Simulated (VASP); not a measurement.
Consider the following.

```yaml
crystal:
  lattice:
    - [4.21020, 0.00000, 0.00000]
    - [-2.10510, 3.64614, 0.00000]
    - [0.00000, 0.00000, 6.87439]
  atoms:
    - { symbol: Cd, position: [0.00000, 0.00000, 0.48902] }
    - { symbol: Cd, position: [0.33333, 0.66667, 0.01076] }
    - { symbol: Se, position: [0.33333, 0.66667, 0.62677] }
    - { symbol: S, position: [0.00000, 0.00000, 0.12145] }
```

Calculation: PBEsol GGA, VASP's PBE PAW potentials (set 64) (plane waves; VASP). Settings: 400 eV cut-off, 14×14×8 Γ-centred mesh, Gaussian smearing of 0.010 eV, potentials Cd Se S.

Q: Predict the energy per atom (σ→0).

A: 
* **energy per atom (σ→0)**: -3.240 eV/atom

Only differences to runs with the same potentials and settings are physical.

The structure comes from a computed database's Cd2SeS entry (P3m1); how it stands against other phases isn't given here. It was relaxed first, which changed the volume by -6 %.
